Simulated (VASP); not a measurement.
Data:

```
PbO
1.0
    4.11888     0.00000     0.00000
    0.00000     4.11888     0.00000
    0.00000     0.00000     6.58887
Pb O
2 2
Direct
  0.50000   0.00000   0.81967
  0.00000   0.50000   0.18033
  0.50000   0.50000   0.00000
  0.00000   0.00000   0.00000
```

Method: RPBE GGA, VASP's PBE PAW potentials (set 64) (plane waves; VASP). Numerical set-up: 520 eV cut-off, 6×6×4 Γ-centred mesh, tetrahedra with Blöchl corrections, potentials Pb_d O.

Without a dispersion term in the relaxation, distances and binding between the weakly bound layers, chains or molecules are unreliable, and so is what depends on them. Unless said otherwise, spin-orbit coupling is left out, though it shifts the bands of the heavy elements here.

Task: Predict the energy per atom (σ→0), band gap (on the k-mesh) with the smallest direct gap where there is one.

Result: 
| Property | Result |
|---|---|
| band gap (on the k-mesh) | 1.81 eV |
| smallest direct gap (on the k-mesh) | 1.81 eV |
| energy per atom (σ→0) | -5.048 eV/atom |

The absolute energy has meaning only against runs of the same code, potentials and settings.

The compound is PbO in the litharge structure. It was relaxed first, which changed the volume by +41 %.
